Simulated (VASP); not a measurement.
Write the native input for VASP 6.6.1 that does the following.

```yaml
Task: single point
Functional: r2SCAN
Potentials_or_basis: VASP PAW PBE potentials, release 64 (Be, Cd, S)
Cutoff: 520 eV
k_mesh: 10 × 10 × 10
Occupations: gaussian, width 0.03 eV
Spin: no spin polarisation
Further_INCAR_settings: ALGO = Normal; EDIFF = 1e-06; NBANDS = 26
```

The structure of Be2CdS3 lies in POSCAR:

```
Be2CdS3
1.0
   -1.8116200000      1.8116200000      8.1405000000
    1.8116200000     -1.8116200000      8.1405000000
    1.8116200000      1.8116200000     -8.1405000000
Be Cd S
2 1 3
Direct
    0.6777300000      0.6777300000      0.0000000000
    0.3222700000      0.3222700000      0.0000000000
    0.0000000000      0.0000000000      0.0000000000
    0.6079130000      0.1079130000      0.5000000000
    0.8920870000      0.3920870000      0.5000000000
    0.2500000000      0.7500000000      0.5000000000
```

The cell was built by a generator and needn't be a form met in nature.

One way to write it, as run:

INCAR

```
  PREC = Accurate
  ENCUT = 520
  EDIFF = 1E-6
  ISMEAR = 0
  SIGMA = 0.03
  LREAL = False
  LASPH = True
  NELM = 150
  ALGO = Normal
  ISIF = 2
  LWAVE = False
  LCHARG = False
  METAGGA = R2SCAN
  LMIXTAU = True
  NBANDS = 26
  KPAR = 4
```

KPOINTS

```
Automatic mesh
0
Gamma
  10 10 10
```

Potentials or basis: VASP PAW PBE potentials, release 64 (Be, Cd, S).

The run is started by

```sh
$ cat potpaw_PBE.64/Be/POTCAR potpaw_PBE.64/Cd/POTCAR potpaw_PBE.64/S/POTCAR > POTCAR
$ mpirun -np 4 vasp_std > vasp.out
```

Results of the run:

```json
{"Pressure": "-0.8 GPa", "Largest force": "0.149 eV/Å", "Band gap on the k mesh": "3.06 eV, direct"}
```

Caveat: the PAW data sets were made with another functional, which shifts forces and pressure a little.

Wall time 31 min on 4 MPI ranks on Intel(R) Xeon(R) Platinum 8259CL CPU @ 2.50GHz (Skylake/Cascade Lake), on a shared host, peak memory 0.83 GiB a rank.
